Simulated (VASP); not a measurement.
Ba2Os:

```
Ba Os
1.0
     3.19308   -3.84473    0.00000
     3.19308    3.84473    0.00000
     0.00000    0.00000    4.43410
Ba Os
2 1
Cartesian
  1.5965 1.9224 0.0000
  1.5965 -1.9224 0.0000
  0.0000 0.0000 0.0000
```

The cell was built by a generator and needn't be a form met in nature.

| Quantity | Value |
| --- | --- |
| Program | VASP 6.6.1 |
| Task | relaxation of cell and atoms |
| Functional | PBE |
| Potentials or basis | VASP PAW PBE potentials, release 64 (Ba_sv, Os) |
| Cutoff | 600 eV |
| k mesh | 6 × 6 × 6 |
| Occupations | methfessel-paxton, width 0.2 eV |
| Spin | no spin polarisation |

At the start: pressure 20.2 GPa; volume 36.29 Å³/atom.

Q: Where does the relaxation end?

A: Over 16 steps the energy falls by 1177.9 meV/atom and the volume is 38.97 Å³/atom (+7.4 %); space group P4/mmm (No. 123, to 0.05 Å).

Step by step:
```tsv
step	energy change (eV)	largest force (eV/Å)	pressure (GPa)	volume (Å³)
1	0.0000	0.0000	20.18	108.87
2	-2.0352	0.0000	-4.12	191.50
3	-2.9710	0.0000	-1.28	149.41
4	-2.9721	0.0000	-1.12	148.54
5	-3.2069	0.0000	-1.17	143.68
6	-3.3711	0.0000	-1.14	136.16
7	-3.3800	0.0000	-1.11	134.27
8	-3.4664	0.0000	-0.39	125.67
9	-3.5061	0.0000	0.51	118.28
10	-3.5091	0.0000	0.94	115.53
11	-3.5180	0.0000	-0.39	115.90
12	-3.5303	0.0000	0.11	115.78
13	-3.5333	0.0000	0.07	116.39
14	-3.5338	0.0000	0.05	116.73
15	-3.5338	0.0000	-0.05	117.04
16	-3.5338	0.0000	0.02	116.90
```

Final structure:
```cif
data_structure
_symmetry_space_group_name_H-M 'P 1'
_symmetry_Int_Tables_number 1
_cell_length_a 5.7857
_cell_length_b 5.7857
_cell_length_c 3.4924
_cell_angle_alpha 90.000
_cell_angle_beta 90.000
_cell_angle_gamma 90.043
_cell_volume 116.90
loop_
_atom_site_label
_atom_site_type_symbol
_atom_site_fract_x
_atom_site_fract_y
_atom_site_fract_z
_atom_site_occupancy
Ba1 Ba 0.00000 0.50000 0.00000 1
Ba2 Ba 0.50000 0.00000 0.00000 1
Os1 Os 0.00000 0.00000 0.00000 1
```
